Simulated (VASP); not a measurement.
Data:

```
CELL_PARAMETERS angstrom
      1.21281    -2.10065     0.00000
      1.21281     2.10065     0.00000
      0.00000     0.00000     3.95464
ATOMIC_POSITIONS crystal
  Co 0.33333 0.66667 0.25000
  Co 0.66667 0.33333 0.75000
```
Starting moments (μB, in the order of the record's atoms Co Co): 1.7 1.7.

Method: r2SCAN meta-GGA, VASP's PBE PAW potentials (set 64) (plane waves; VASP 6.6.1). Settings: 480 eV cut-off, 16×16×8 Γ-centred mesh, first-order Methfessel-Paxton smearing of 0.10 eV, potentials Co.

Problem. Estimate the cell moment, energy per atom (σ→0), pressure, band gap (on the k-mesh) with the smallest direct gap where there is one.

Solution. 
| Property | Result |
|---|---|
| band gap (on the k-mesh) | none (metal, semimetal or under 0.01 eV) |
| cell moment | 3.45 μB |
| energy per atom (σ→0) | -13.182 eV/atom |
| pressure | 14.24 GPa |

Problem. Give the moment on each site (PAW-sphere projection).

Solution. 
```csv
site,moment (μB)
Co1,1.77
Co2,1.77
```

The compound is Co in the hcp structure. This cell was strained or had an atom moved on purpose.
